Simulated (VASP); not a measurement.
MgBe3, 8 atoms in the cell. The typed cell holds 8 atoms: a = 5.468 Å, b = 5.468 Å, c = 3.628 Å, α = 90.00°, β = 90.00°, γ = 120.00°. The cell comes from a database or a generator and needn't be the stable form of this composition. The cell isn't the ideal one: atoms moved at random, drawn with an rms of 0.05 Å.

- Program: VASP 6.6.1
- Task: core levels
- Functional: rev-vdW-DF2
- Potentials or basis: VASP PAW PBE potentials, release 64 (Mg_pv, Be_sv)
- Cutoff: 520 eV
- k mesh: 6 × 6 × 7
- Occupations: fermi-dirac, width 0.1 eV
- Spin: no spin polarisation
- Further INCAR settings: ALGO = Normal; EDIFF = 1e-06

Potentials or basis: VASP PAW PBE potentials, release 64 (Mg_pv, Be_sv).

The run is started by

```console
$ cat potpaw_PBE.64/Mg_pv/POTCAR potpaw_PBE.64/Be_sv/POTCAR > POTCAR
$ mpirun -np 1 vasp_std > vasp.out
```

Hardware: 1 thread of Intel(R) Xeon(R) Platinum 8488C (Sapphire Rapids), with other jobs on the host.

Task: Estimate the wall time of this run.

Result: Wall time 3.6 min on 1 thread of Intel(R) Xeon(R) Platinum 8488C (Sapphire Rapids), with other jobs on the host, peak memory 0.65 GiB. Counts: scf iterations 13, k points 128.
